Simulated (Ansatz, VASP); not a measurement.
# BN: VASP beside Ansatz

Wanted: the spread between two codes on one cell, functional and k mesh. The cell is taken from a series of runs on this material, whose earlier steps may have relaxed, scaled, displaced or heated it; both programs get it as it stands.

Main program and level: Ansatz 0.2.0; plane waves, with VASP 6.6.1 beside it; zone-centre phonons at PBE.

### 1. The structure

It takes space group F-43m (No. 216, cubic). The conventional cell has a = 3.607 Å, b = 3.607 Å, c = 3.607 Å, α = 90.00°, β = 90.00°, γ = 90.00°. Nearest to B lie 4 N at 1.56 Å. N has 4 B at 1.56 Å nearest. Farther neighbours and most contacts between anions are not listed.

As a file:

```cif
data_structure
_symmetry_space_group_name_H-M 'P 1'
_symmetry_Int_Tables_number 1
_cell_length_a 2.5502
_cell_length_b 2.5502
_cell_length_c 2.5502
_cell_angle_alpha 60.000
_cell_angle_beta 60.000
_cell_angle_gamma 60.000
_cell_volume 11.73
loop_
_atom_site_label
_atom_site_type_symbol
_atom_site_fract_x
_atom_site_fract_y
_atom_site_fract_z
_atom_site_occupancy
B1 B 0.00000 0.00000 0.00000 1
N2 N 0.75000 0.75000 0.75000 1
```

### 2. Ansatz: zone-centre phonons, PBE, pair 1

Ansatz runs on its default PAW (the set named soft_2) files.

Second derivatives magnify differences that forces hide, and they need a tight electronic threshold.

input.yaml reads:

```yaml
crystal:
  lattice:
    - [0.0, 1.8032663936, 1.8032663936]
    - [1.8032663936, 0.0, 1.8032663936]
    - [1.8032663936, 1.8032663936, 0.0]
  atoms:
    - { symbol: B, position: [0.0, 0.0, 0.0] }
    - { symbol: "N", position: [0.75, 0.75, 0.75] }
kpoints:
  mp_grid: { grid: [10, 10, 10] }
hamiltonian:
  xc: pbe
scf:
  occupations: { method: fixed }
output:
  eigenvalues: true
phonons:
  method: dfpt
```

Started as:

```console
ansatz run input.yaml --threads 4 --pin off --max-ram 7168MiB --backend cpu --events-out ev --progress --plain --runs-dir out
```

Numbers of over 12 decimals in the logs are rounded to 6 here.

The program printed:

```text
zone centre: on kpoints.mp_grid the ground state, and the responses unless they are solved on pairs of k-points, stand on 102 of the mesh's 1000 k-points, reduced under 8 symmetry operations, with k and −k counted as one. Each operation leaves every solved displacement unchanged or reverses it
Engine: ansatz 0.2.0, aarch64-unknown-linux-gnu
Pseudopotentials: kind: paw
Pseudopotential: B, paw, valence charge 3, recommended cutoff 420 eV (normal), B.paw.azcp
Pseudopotential: N, paw, valence charge 5, recommended cutoff 420 eV (normal), N.paw.azcp
Functional definition: PBE
  parameter kappa = 0.804
  parameter beta = 0.066725
  exchange = pbe_x(kappa = kappa, mu = beta*pi^2/3)
  correlation = pbe_c(beta = beta)
Crystal: 2 atoms, lattice volume = 11.728 Å³
Basis set: ecut = 420 eV, 259 PW (Γ), exchange–correlation on 36×36×36 points (8 copies of the dense FFT grid, shifted against one another)
Bands: 8, of which v1, the nominal top of the filled ones, is band 4 counted from 1 (3 counted from 0)
Symmetry: 24 space group operations
k-points: 102 of 1000 (irreducible under 8 space group operations, time reversal used)
Non-local potential: B, projectors of the file, l = 0: 2, l = 1: 2, l = 2: 1
Non-local potential: N, projectors of the file, l = 0: 2, l = 1: 2, l = 2: 1
PAW form: soft (Blöchl's): semilocal exchange-correlation on the pseudo side does not see the compensation charge
PAW one-centre angular grid: B, 110 points (default); XC on 64 Gauss nodes
PAW one-centre angular grid: N, 110 points (default); XC on 64 Gauss nodes
Initial density: superposition of atomic densities (neutral atoms: chi_scale 0, normalization atom), corrected by the library's trained network
Initial wavefunctions: pseudopotential atomic-orbital guess
Functional: x = pbe(κ = 0.804, μ = 0.219515), c = pbe(β = 0.066725)
SCF iter   1: F=—  HF=-542.272506 eV  |F-HF|=—  |Δ(HF+E_count)|=         —  Δρ=1.52e-3  dr2=1.25e-4  ethr=1.77e-3  ⟨swp⟩=3.9  Hψ=4640  notcnv=0  defer=167
preconditioner: auto → none  [insulator: Δε(μ)=4.480 eV  Ē_g=20.112 eV  n_scr=0 (ndim 8)  ℏωp=30.7 eV  f_vac=0.000  ε∞_Penn≈3.3]
SCF iter   2: F=—  HF=-542.272639 eV  |F-HF|=—  |Δ(HF+E_count)|=   1.33e-4  Δρ=8.18e-4  dr2=2.18e-5  ethr=1.56e-6  ⟨swp⟩=2.0  Hψ=2235  notcnv=0  defer=184
SCF iter   3: F=—  HF=-542.272692 eV  |F-HF|=—  |Δ(HF+E_count)|=   5.27e-5  Δρ=3.33e-4  dr2=5.36e-6  ethr=2.73e-7  ⟨swp⟩=2.6  Hψ=1259  notcnv=0  defer=94
SCF iter   4: F=—  HF=-542.272705 eV  |F-HF|=—  |Δ(HF+E_count)|=   1.25e-5  Δρ=2.31e-5  dr2=1.74e-8  ethr=6.70e-8  ⟨swp⟩=2.2  Hψ=1178  notcnv=0
SCF iter   5: F=—  HF=-542.272704 eV  |F-HF|=—  |Δ(HF+E_count)|=   5.46e-7  Δρ=7.80e-6  dr2=1.74e-9  ethr=2.18e-10  ⟨swp⟩=2.4  Hψ=1135  notcnv=0
SCF iter   6: F=-542.272704 eV  HF=-542.272704 eV  |F-HF|=1.28e-11  |Δ(HF+E_count)|=   4.77e-9  Δρ=8.38e-7  dr2=3.18e-11  ethr=1.25e-12  ⟨swp⟩=5.1  Hψ=4752  notcnv=0
SCF 1 converged in 6 iterations: F = -542.272704 eV  dr2 = 3.18e-11
  greatest PAW one-centre occupation: 0.788 electrons in one spin orbital (limit 2), on the N atom at site 1 (counted from 0), in its partial waves of l = 0
DFPT response loops at Γ: preconditioner auto → none (the input reference at scf.mixing.eps_inf says where Resta's filter doesn't serve); β = 0.50; Broyden in place of MSR1
SCF converged after 6 iterations
Free energy (F): -542.272704 eV
Harris-Foulkes:  -542.272704 eV  (|F-HF|=1.28e-11)
Internal energy: -542.272704 eV  (E = F + TS)
E sigma→0 (E₀):  -542.272704 eV
Fermi energy:    11.293089 eV
--- Per-component energies (eV) ---
  E_band       = 27.067731
  E_kinetic    = 186.036559
  E_local      = -174.609218  (includes V_loc(G=0)·N_el)
  E_nonlocal   = 56.644573
  E_hartree    = 48.926346
  E_xc         = -93.550773
  E_vxc        = -116.367168  (∫ρ·V_xc dr)
  E_paw        = -206.494250  (= ΣΔE_a)
  E_vpaw       = -22.489822  (= ΣTr[D̂ρ^β])
  E_aug_tail   = 0.000104  (compensation charges beyond the density's cutoff)
  E_ewald      = -359.226045
  E_smearing   = -0.000000  (= −TS)
  E_closure    = 0.000000  (closes the sum)
  Σ components = -542.272704   (vs F -542.272704, Δ=0.00e0)
--- Band table (eV; the first three rows and the last of 102) ---
  k-point 0: bands = ["-9.0186", "11.2931", "11.2931", "11.2931", "20.1577", "20.1577", "20.1577", "21.7293"]
  k-point 1: bands = ["-8.7739", "10.0195", "11.0387", "11.0387", "20.4393", "20.5444", "20.5444", "22.5211"]
  k-point 2: bands = ["-8.0539", "7.2901", "10.4630", "10.4630", "20.8245", "21.3434", "21.3434", "24.1806"]
  k-point 101: bands = ["-3.1071", "3.3514", "4.6653", "4.8764", "20.0934", "24.3814", "25.4964", "27.4083"]
--- Phonons (Γ-DFPT): 2 representative perturbations + reference, on 102 of 1000 k-points (Σ response iterations 6) ---
  k mesh reduced under 8 symmetry operations, with k and −k counted as one. Each operation leaves every solved displacement unchanged or reverses it
  ASR residual: 2.802e-4 → 0.000e0 eV/Å²; symmetrization residual: 7.485e-7 eV/Å²
  ASR residual per site (eV/Å²): 6.21e-5 2.80e-4
  Γ frequencies (cm⁻¹): 0.00 0.00 0.00 1045.84 1045.84 1045.84
  non-analytic LO–TO correction: not included (Born effective charges unavailable; polar crystals: no LO–TO splitting at Γ)
```

Reading the cycles: dr2 is the Hartree energy of the density residual (eV), the measure of convergence; HF is the Harris–Foulkes estimate of the energy, which meets the free energy F at convergence.

### 3. VASP: zone-centre phonons, PBE, pair 1

The same cell, functional and mesh now go to VASP, with its own data sets.

Lines of VASP's logs that name or quote its potential files are left out, and so is its time.

INCAR reads:

```
SYSTEM = BN
PREC = Accurate
ENCUT = 600
EDIFF = 1E-08
NELM = 120
ISMEAR = 0
SIGMA = 0.01
LREAL = .FALSE.
ALGO = Normal
GGA = PE
NBANDS = 10
LORBIT = 11
LWAVE = .FALSE.
LCHARG = .FALSE.
ISIF = 2
IBRION = 8
LASPH = .TRUE.
GGA_COMPAT = .FALSE.
EFERMI = MIDGAP
```

POSCAR reads:

```
BN
1.0
    0.0000000000      1.8032663936      1.8032663936
    1.8032663936      0.0000000000      1.8032663936
    1.8032663936      1.8032663936      0.0000000000
B N
1 1
Direct
    0.0000000000      0.0000000000      0.0000000000
    0.7500000000      0.7500000000      0.7500000000
```

KPOINTS reads:

```
Automatic mesh
0
Gamma
10 10 10
0 0 0
```

PAW data sets: B and N (PBE family, release 64).

Started as:

```console
mpirun -np 1 vasp_std
```

The program printed:

```text
[banner, memory and clock lines left out]
running    1 mpi-ranks, on    1 nodes
 distrk:  each k-point on    1 cores,    1 groups
 distr:  one band on    1 cores,    1 groups

 POSCAR found type information on POSCAR B N
 POSCAR found :  2 types and       2 ions
 LDA part: xc-table for (Slater+PW92), standard interpolation
 POSCAR, INCAR and KPOINTS ok, starting setup
 FFT: planning ... GRIDC
 FFT: planning ... GRID_SOFT
 FFT: planning ... GRID
 WAVECAR not read
 entering main loop
       N       E                     dE             d eps       ncg     rms          rms(c)
DAV:   1     0.149646145000E+02    0.14965E+02   -0.54063E+03   972   0.884E+02
DAV:   2    -0.178290567533E+02   -0.32794E+02   -0.32037E+02  1160   0.198E+02
DAV:   3    -0.184268236189E+02   -0.59777E+00   -0.59681E+00  1092   0.233E+01
DAV:   4    -0.184276721126E+02   -0.84849E-03   -0.84847E-03  1022   0.958E-01
DAV:   5    -0.184276729429E+02   -0.83032E-06   -0.83032E-06  1096   0.308E-02    0.672E+00
DAV:   6    -0.175399855800E+02    0.88769E+00   -0.30326E+00  1174   0.115E+01    0.328E+00
DAV:   7    -0.174651641088E+02    0.74821E-01   -0.98787E-02  1026   0.281E+00    0.190E+00
DAV:   8    -0.174505764392E+02    0.14588E-01   -0.38042E-02  1066   0.154E+00    0.200E-01
DAV:   9    -0.174507993724E+02   -0.22293E-03   -0.78866E-04  1018   0.269E-01    0.784E-02
DAV:  10    -0.174508757514E+02   -0.76379E-04   -0.11171E-04  1024   0.102E-01    0.151E-02
DAV:  11    -0.174508806634E+02   -0.49120E-05   -0.83254E-06  1070   0.256E-02    0.920E-03
DAV:  12    -0.174508807010E+02   -0.37575E-07   -0.15490E-06  1072   0.962E-03    0.640E-04
DAV:  13    -0.174508807006E+02    0.41655E-09   -0.26164E-08  1050   0.170E-03
   1 F= -.17450881E+02 E0= -.17450881E+02  d E =0.000000E+00
 Linear response reoptimize wavefunctions to high precision
DAV:   1    -0.174508807174E+02   -0.16865E-07   -0.25924E-09  1034   0.472E-04
DAV:   2    -0.174508807175E+02   -0.22396E-10   -0.98141E-12   574   0.374E-05
 Linear response DOF=           2
 Linear response progress:
  Degree of freedom:   1/  2
       N       E                     dE             d eps       ncg     rms          rms(c)
RMM:   1    -0.411787261683E-01   -0.41179E-01   -0.24930E-02  8461   0.144E+00
RMM:   2    -0.357877889461E-01    0.53909E-02    0.51970E-04  5269   0.326E-01    0.138E-01
RMM:   3    -0.358701299153E-01   -0.82341E-04    0.36251E-04  5498   0.736E-02    0.785E-02
RMM:   4    -0.361376518708E-01   -0.26752E-03    0.29137E-04  5487   0.867E-02    0.755E-03
RMM:   5    -0.361513619485E-01   -0.13710E-04    0.63257E-05  5630   0.107E-02    0.115E-03
RMM:   6    -0.361515818795E-01   -0.21993E-06    0.12112E-05  5638   0.126E-03    0.458E-04
RMM:   7    -0.361487390597E-01    0.28428E-05    0.81723E-06  5700   0.788E-04    0.696E-05
RMM:   8    -0.361487439896E-01   -0.49298E-08    0.87876E-06  5734   0.898E-05    0.956E-06
RMM:   9    -0.361487321581E-01    0.11831E-07    0.84449E-06  5835   0.304E-05    0.239E-06
RMM:  10    -0.361487062554E-01    0.25903E-07    0.87028E-06  5254   0.221E-05    0.405E-07
RMM:  11    -0.361487719411E-01   -0.65686E-07    0.80307E-06  3618   0.197E-05    0.804E-08
 first order change of Fermi-energy   0.30230E+01
 force on displaced ion       1 direction 1 : -24.673   0.000   0.000
 Linear response progress:
  Degree of freedom:   2/  2
       N       E                     dE             d eps       ncg     rms          rms(c)
RMM:   1    -0.231926177134E+00   -0.23193E+00    0.12869E-01  7093   0.336E+00
RMM:   2    -0.227418871206E+00    0.45073E-02   -0.28286E-03  5223   0.550E-01    0.224E-01
RMM:   3    -0.228537238192E+00   -0.11184E-02   -0.45351E-04  5045   0.160E-01    0.121E-01
RMM:   4    -0.230715411263E+00   -0.21782E-02   -0.41066E-04  4906   0.159E-01    0.247E-02
RMM:   5    -0.230785383924E+00   -0.69973E-04   -0.15624E-05  5659   0.309E-02    0.149E-03
RMM:   6    -0.230796661355E+00   -0.11277E-04   -0.27928E-06  5512   0.191E-03    0.582E-04
RMM:   7    -0.230791343793E+00    0.53176E-05   -0.16425E-06  5701   0.800E-04    0.583E-05
RMM:   8    -0.230791619907E+00   -0.27611E-06   -0.15245E-06  5349   0.882E-05    0.295E-05
RMM:   9    -0.230791496966E+00    0.12294E-06   -0.15659E-06  5783   0.743E-05    0.306E-06
RMM:  10    -0.230791502153E+00   -0.51871E-08   -0.15205E-06  5445   0.324E-05    0.112E-06
RMM:  11    -0.230791528259E+00   -0.26106E-07   -0.16781E-06  5097   0.319E-05    0.173E-07
RMM:  12    -0.230791527381E+00    0.87840E-09   -0.16589E-06  3302   0.302E-05    0.602E-08
 first order change of Fermi-energy  -0.30226E+01
 force on displaced ion       2 direction 1 : -24.670   0.000   0.000
 Linear response finished
```

From OUTCAR (step 3):

```text
ion  position               nearest neighbor table
   1  0.000  0.000  0.000-   2 1.56   2 1.56   2 1.56   2 1.56
   2  0.750  0.750  0.750-   1 1.56   1 1.56   1 1.56   1 1.56

  LATTYP: Found a face centered cubic cell.
 ALAT       =     3.6065327872

 Subroutine GETGRP returns: Found 24 space group operations
 (whereof 24 operations were pure point group operations)

The static configuration has the point symmetry T_d .

 Found     47 irreducible k-points:

   k-points           NKPTS =     47   k-points in BZ     NKDIM =     47   number of bands    NBANDS=     10

   dimension x,y,z NGX =    20 NGY =   20 NGZ =   20
   dimension x,y,z NGXF=    40 NGYF=   40 NGZF=   40

   ENCUT  =  600.0 eV  44.10 Ry    6.64 a.u.   5.09  5.09  5.09*2*pi/ulx,y,z

   NELECT =       8.0000    total number of electrons

 k-points in reciprocal lattice and weights: Automatic mesh
   0.00000000  0.00000000  0.00000000       0.001
   0.10000000  0.00000000  0.00000000       0.008
   0.20000000  0.00000000  0.00000000       0.008
   0.30000000  0.00000000  0.00000000       0.008
   0.40000000  0.00000000  0.00000000       0.008
   0.50000000  0.00000000  0.00000000       0.004
   0.10000000  0.10000000  0.00000000       0.006
   0.20000000  0.10000000  0.00000000       0.024
   0.30000000  0.10000000  0.00000000       0.024
[...]
-0.30000000  0.40000000  0.20000000       0.024
  -0.30000000  0.50000000  0.20000000       0.012

 average (electrostatic) potential at core
       1 -24.3751       2 -60.3077

  Total        0.4213520      0.4213520      0.4213520      0.0000000     -0.0000000     -0.0000000
  in kB       57.5633448     57.5633448     57.5633448      0.0000000     -0.0000000     -0.0000000
  external PRESSURE =      57.5633448 kB  Pullay stress =       0.0000000 kB

  energy-cutoff  :      600.00
  volume of cell :       11.73
      direct lattice vectors                 reciprocal lattice vectors
     0.000000000  1.803266394  1.803266394    -0.277274618  0.277274618  0.277274618
     1.803266394  0.000000000  1.803266394     0.277274618 -0.277274618  0.277274618
     1.803266394  1.803266394  0.000000000     0.277274618  0.277274618 -0.277274618

 POSITION                                       TOTAL-FORCE (eV/Angst)
 -----------------------------------------------------------------------------------
      0.00000      0.00000      0.00000        -0.000000     -0.000000     -0.000000
      2.70490      2.70490      2.70490         0.000000      0.000000      0.000000
 -----------------------------------------------------------------------------------
    total drift:                               -0.000000     -0.000000     -0.000000

 Eigenvectors and eigenvalues of the dynamical matrix
 ----------------------------------------------------

   1 f  =   31.438922 THz   197.536575 2PiTHz 1048.689567 cm-1   130.020877 meV
             X         Y         Z           dx          dy          dz
      0.000000  0.000000  0.000000     0.000000   -0.751208    0.000000
      2.704900  2.704900  2.704900     0.000000    0.660065    0.000000

   2 f  =   31.438922 THz   197.536575 2PiTHz 1048.689567 cm-1   130.020877 meV
             X         Y         Z           dx          dy          dz
      0.000000  0.000000  0.000000     0.751208   -0.000000    0.000000
      2.704900  2.704900  2.704900    -0.660065    0.000000    0.000000

   3 f  =   31.438922 THz   197.536575 2PiTHz 1048.689567 cm-1   130.020877 meV
             X         Y         Z           dx          dy          dz
      0.000000  0.000000  0.000000     0.000000    0.000000    0.751208
      2.704900  2.704900  2.704900     0.000000    0.000000   -0.660065

   4 f/i=    0.000972 THz     0.006110 2PiTHz    0.032436 cm-1     0.004022 meV
             X         Y         Z           dx          dy          dz
      0.000000  0.000000  0.000000     0.000000    0.000000   -0.660065
      2.704900  2.704900  2.704900     0.000000    0.000000   -0.751208

   5 f/i=    0.000972 THz     0.006110 2PiTHz    0.032436 cm-1     0.004022 meV
             X         Y         Z           dx          dy          dz
      0.000000  0.000000  0.000000    -0.142683   -0.644459    0.000000
      2.704900  2.704900  2.704900    -0.162385   -0.733447    0.000000

   6 f/i=    0.000972 THz     0.006110 2PiTHz    0.032436 cm-1     0.004022 meV
             X         Y         Z           dx          dy          dz
      0.000000  0.000000  0.000000    -0.644459    0.142683    0.000000
      2.704900  2.704900  2.704900    -0.733447    0.162385    0.000000

 ELASTIC MODULI CONTR FROM IONIC RELAXATION (kBar)
 Direction    XX          YY          ZZ          XY          YZ          ZX
 --------------------------------------------------------------------------------
 XX          -0.0000      0.0000     -0.0000     -0.0000     -0.0000      0.0000
 YY           0.0000     -0.0000     -0.0000     -0.0000      0.0000     -0.0000
 ZZ          -0.0000     -0.0000     -0.0000     -0.0000     -0.0000     -0.0000
 XY          -0.0000     -0.0000     -0.0000    -23.5824      0.0000      0.0000
 YZ          -0.0000      0.0000     -0.0000      0.0000    -23.5824      0.0000
 ZX           0.0000     -0.0000     -0.0000      0.0000      0.0000    -23.5824
 --------------------------------------------------------------------------------
```

### 4. Differences

Known differences besides the potentials themselves: fixed occupations in Ansatz, narrow Gaussian smearing in VASP; the cutoff is 420 eV in Ansatz and 600 eV in VASP. Total energies have different zeros and are not compared.

Both answers:

| quantity | Ansatz | VASP | difference |
| --- | --- | --- | --- |
| optical mode 1 to 3 (cm⁻¹) | 1045.8 | 1048.7 | -0.27 % |

Modes are paired by rising frequency, not by their patterns, so a pair may set unlike modes beside each other; they are those without the splitting of longitudinal modes.

(Part 1 of 2 ends here.)

[Lines on the potential files, build, host, timing and source positions are cut from VASP's logs without a mark.]

[Logs are printed without paths, hosts, clocks, repeated set-up lines and the standing remarks that a program may print on its own settings, such as how far it seeks lower states.]

[Hosts, paths, dates, database ids (printed as entryN), source tags and the programs' standing remarks are cut or masked in the printed files.]
